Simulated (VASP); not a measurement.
Level of theory: r2SCAN meta-GGA, VASP's PBE PAW potentials (set 64) (plane waves; VASP 6.6.1).

VASP input:

**POSCAR**
```
PtS2 monolayer
1
    3.5386433228     0.0000000000    -0.0000000000
   -1.7693216615     3.0645550773     0.0000000000
   -0.0000000000     0.0000000000    20.1497460889
S Pt
2 1
Direct
  0.6666670000   0.3333330000   0.4385565476
  0.3333330000   0.6666670000   0.5614434524
  0.0000000000   0.0000000000   0.5000000000
```

KPOINTS:
```
Automatic mesh
0
Gamma
12 12 1
0 0 0
```

### INCAR
```
# general
SYSTEM   =  PtS2 monolayer
PREC     =  Normal
ENCUT    =  400
LREAL    =  .False.
LASPH    =  .True.

# electronic loop
EDIFF    =  1E-6
NELM     =  100
NELMIN   =  4
ALGO     =  Normal
LMAXMIX  =  6
LMIXTAU  =  .True.

# smearing
ISMEAR   =  0
SIGMA    =  0.05

# functional
METAGGA  =  R2SCAN

# output
LWAVE    =  .False.
LCHARG   =  .False.
LORBIT   =  11
LVHAR    =  .True.
```

POTCAR, in this order: S Pt (PBE.64 set). Program: vasp_std. Read from the step before: WAVECAR.

What VASP printed:

OUTCAR:
```
 ion  position               nearest neighbor table
   1  0.667  0.333  0.439-   3 2.39   3 2.39   3 2.39
   2  0.333  0.667  0.561-   3 2.39   3 2.39   3 2.39
   3  0.000  0.000  0.500-   1 2.39   2 2.39   1 2.39   2 2.39   1 2.39   2 2.39
  LATTYP: Found a hexagonal cell.
 ALAT       =     3.5386433228
 C/A-ratio  =     5.6942009270
 Subroutine PRICEL returns:
 Original cell was already a primitive cell.
 Subroutine GETGRP returns: Found 12 space group operations
The static configuration has the point symmetry D_3d.
The dynamic configuration has the point symmetry D_3d.
 Subroutine INISYM returns: Found 12 space group operations
 Subroutine IBZKPT returns following result:
 Found     19 irreducible k-points:

 Following reciprocal coordinates:
            Coordinates               Weight
  0.000000  0.000000  0.000000      1.000000
  0.083333  0.000000  0.000000      6.000000
  0.166667  0.000000  0.000000      6.000000
  0.250000  0.000000  0.000000      6.000000
  0.333333  0.000000  0.000000      6.000000
  0.416667  0.000000  0.000000      6.000000
  0.500000  0.000000  0.000000      3.000000
  0.083333  0.083333  0.000000      6.000000
  0.166667  0.083333  0.000000     12.000000
  0.250000  0.083333  0.000000     12.000000
  0.333333  0.083333  0.000000     12.000000
  0.416667  0.083333  0.000000     12.000000
  0.166667  0.166667  0.000000      6.000000
  0.250000  0.166667  0.000000     12.000000
  0.333333  0.166667  0.000000     12.000000
  0.416667  0.166667  0.000000      6.000000
  0.250000  0.250000  0.000000      6.000000
  0.333333  0.250000  0.000000     12.000000
  0.333333  0.333333  0.000000      2.000000
   k-points           NKPTS =     19   k-points in BZ     NKDIM =     19   number of bands    NBANDS=     15
   number of dos      NEDOS =    301   number of ions     NIONS =      3
   total plane-waves  NPLWV =  32400
...
```

### OSZICAR
```
       N       E                     dE             d eps       ncg     rms          rms(c)
DAV:   1    -0.688251945383E+02   -0.68825E+02   -0.11162E-03   738   0.606E-01    0.196E-03
DAV:   2    -0.688252005872E+02   -0.60489E-05   -0.20285E-06   588   0.202E-02    0.160E-03
DAV:   3    -0.688251947221E+02    0.58650E-05   -0.88147E-07   503   0.123E-02    0.952E-04
DAV:   4    -0.688252072958E+02   -0.12574E-04   -0.97406E-07   460   0.127E-02    0.313E-04
DAV:   5    -0.688251928996E+02    0.14396E-04   -0.80999E-07   446   0.131E-02    0.190E-04
DAV:   6    -0.688252026814E+02   -0.97819E-05   -0.45589E-07   439   0.952E-03    0.116E-04
DAV:   7    -0.688251902105E+02    0.12471E-04   -0.62579E-07   418   0.107E-02    0.930E-05
DAV:   8    -0.688251979715E+02   -0.77610E-05   -0.51118E-07   418   0.946E-03    0.766E-05
DAV:   9    -0.688251996129E+02   -0.16414E-05   -0.18749E-07   418   0.572E-03    0.659E-05
DAV:  10    -0.688252000270E+02   -0.41411E-06   -0.99111E-08   418   0.407E-03
   1 F= -.68825200E+02 E0= -.68825200E+02  d E =-.151557E-12
```

File OUTCAR:
```
------------------------ aborting loop because EDIFF is reached ----------------------------------------
  FORCE on cell =-STRESS in cart. coord.  units (eV):
  Direction    XX          YY          ZZ          XY          YZ          ZX
  --------------------------------------------------------------------------------------
  Total       -0.0087150     -0.0087150     -0.0028148      0.0000000      0.0000000     -0.0000000
  in kB       -0.0639006     -0.0639006     -0.0206387      0.0000000      0.0000000     -0.0000000
  external PRESSURE =      -0.0494800 kB  Pullay stress =       0.0000000 kB
  volume of cell :      218.51
      direct lattice vectors                 reciprocal lattice vectors
     3.538643323  0.000000000  0.000000000     0.282594178  0.163155821  0.000000000
    -1.769321662  3.064555077  0.000000000     0.000000000  0.326311642  0.000000000
     0.000000000  0.000000000 20.149746089     0.000000000  0.000000000  0.049628417
 POSITION                                       TOTAL-FORCE (eV/Angst)
 -----------------------------------------------------------------------------------
      1.76932      1.02152      8.83680        -0.000000      0.000000     -0.007325
     -0.00000      2.04304     11.31294        -0.000000      0.000000      0.007325
      0.00000      0.00000     10.07487         0.000000      0.000000      0.000000
 -----------------------------------------------------------------------------------
    total drift:                                0.000000      0.000000      0.000000
  FREE ENERGIE OF THE ION-ELECTRON SYSTEM (eV)
  ---------------------------------------------------
  free  energy   TOTEN  =       -68.8252000270 eV

  energy  without entropy=      -68.8252000270  energy(sigma->0) =      -68.82520003

 total charge

# of ion       s       p       d       tot
------------------------------------------
    1        1.348   2.301   0.000   3.649
    2        1.348   2.301   0.000   3.649
    3        0.688   0.784   7.951   9.423
--------------------------------------------------
tot          3.384   5.387   7.951  16.722
```
(Selected blocks of OUTCAR.)

### OUTCAR
```
 val. band max:       -3.5686653637   @ k =   0.1667   0.1667   0.0000

 cond. band min:      -1.5180562916   @ k =   0.2500   0.0000   0.0000


 Fermi energy:        -3.3291500540

 k-point     1 :       0.0000    0.0000    0.0000
  band No.  band energies     occupation
      1     -18.2131      2.00000
      2     -15.9068      2.00000
      3      -9.3244      2.00000
      4      -9.3244      2.00000
      5      -9.0377      2.00000
      6      -6.5916      2.00000
      7      -6.5916      2.00000
      8      -4.4095      2.00000
      9      -4.2507      2.00000
     10      -3.7921      2.00000
     11      -3.7921      2.00000
     12      -0.0722      0.00000
     13      -0.0721      0.00000
     14       2.6413      0.00000
     15       2.8893      0.00000

 k-point     2 :       0.0833    0.0000    0.0000
  band No.  band energies     occupation
      1     -18.1217      2.00000
      2     -15.9277      2.00000
      3      -9.3177      2.00000
      4      -9.2664      2.00000
      5      -8.9532      2.00000
      6      -6.7233      2.00000
      7      -6.6673      2.00000
      8      -4.7945      2.00000
      9      -4.1150      2.00000
     10      -3.7505      2.00000
     11      -3.6365      2.00000
     12      -0.5007      0.00000
     13      -0.1930      0.00000
     14       2.8352      0.00000
     15       3.1172      0.00000

 k-point     3 :       0.1667    0.0000    0.0000
  band No.  band energies     occupation
      1     -17.8586      2.00000
      2     -15.9848      2.00000
      3      -9.2788      2.00000
      4      -9.1116      2.00000
      5      -8.7122      2.00000
      6      -7.1634      2.00000
      7      -6.8201      2.00000
      8      -5.3426      2.00000
      9      -3.8473      2.00000
     10      -3.7357      2.00000
     11      -3.5884      2.00000
     12      -1.2527      0.00000
     13      -0.4178      0.00000
     14       3.2880      0.00000
     15       3.5066      0.00000
...
```

Unless said otherwise, spin-orbit coupling is left out, though it shifts the bands of the heavy elements here.

The cell is a sheet with vacuum, built from PtS2 (1T layered).
